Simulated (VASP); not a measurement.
Ti:

```
Ti
1.0
     2.89830    0.00000    0.00000
    -1.44915    2.51000    0.00000
     0.00000    0.00000    4.58661
Ti
2
Direct
  0.33333 0.66667 0.25000
  0.66667 0.33333 0.75000
```

Base run:

| Item | Value |
| --- | --- |
| Program | VASP 6.6.1 |
| Functional | PBEsol |
| Potentials or basis | VASP PAW PBE potentials, release 64 (Ti_sv) |
| Cutoff | 700 eV |
| k mesh | 18 × 18 × 10 |
| Occupations | gaussian, width 0.1 eV |
| Spin | no spin polarisation |

Its results: band gap on the k mesh none (metal or under the smearing width); pressure 0.0 GPa.

Problem. After a change of settings the same cell gave: band gap on the k mesh none (metal or under the smearing width); pressure 0.8 GPa. Which change was it?
A. functional from PBEsol to r2SCAN; cutoff from 700 eV to 520 eV
B. cutoff from 700 eV to 520 eV; occupations from gaussian, width 0.1 eV to gaussian, width 0.5 eV
C. cutoff from 700 eV to 520 eV; k mesh from 18 × 18 × 10 to 27 × 27 × 14

Solution. B.

Caveats: the PAW data sets were made with another functional, which shifts forces and pressure a little.
